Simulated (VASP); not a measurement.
Consider the following.

```
CELL_PARAMETERS angstrom
      1.40321    -2.43043     0.00000
      1.40321     2.43043     0.00000
      0.00000     0.00000     9.39954
ATOMIC_POSITIONS crystal
  Zn 0.66667 0.33333 0.25812
  Be 0.33333 0.66667 0.98239
  Be 0.66667 0.33333 0.75305
  Be 0.33333 0.66667 0.52252
  O  0.66667 0.33333 0.46616
  O  0.33333 0.66667 0.15327
  O  0.66667 0.33333 0.92531
  O  0.33333 0.66667 0.69517
```

Level of theory: PBEsol GGA, VASP's PBE PAW potentials (set 64) (plane waves; VASP). Settings: 520 eV cut-off, 10×10×3 Γ-centred mesh, tetrahedra with Blöchl corrections, potentials Zn Be O.

Problem. Estimate the energy per atom (σ→0).

Solution. 
```yaml
energy per atom (σ→0): -6.657 eV/atom
```

The absolute energy has meaning only against runs of the same code, potentials and settings.

The structure was generated: Be3ZnO4 was put into an ordered model structure (P3m1), which need not be its known phase. It was relaxed first.
